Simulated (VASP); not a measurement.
Here is the system:

```yaml
crystal:
  lattice:
    - [-1.60650, 1.60650, 1.60650]
    - [1.60650, -1.60650, 1.60650]
    - [1.60650, 1.60650, -1.60650]
  atoms:
    - { symbol: Mo, position: [0.00000, 0.00000, 0.00000] }
```

Level of theory: PBE GGA with D3 dispersion (Becke-Johnson damping), VASP's PBE PAW potentials (set 64) (plane waves; VASP). Settings: 400 eV cut-off, 14×14×14 Γ-centred mesh, first-order Methfessel-Paxton smearing of 0.10 eV, potentials Mo_sv.

### Question
Give the stress tensor in GPa (positive for a compressed cell).

### Answer

```
-18.27    0.00    0.00
  0.00  -18.27    0.00
  0.00    0.00  -18.27
```
The pressure is its mean diagonal, -18.27 GPa.

The compound is Mo in the bcc structure. The cell was not relaxed at this level. The run is one of a series of settings (IVDW = 12 against the base run), some of them coarse on purpose.
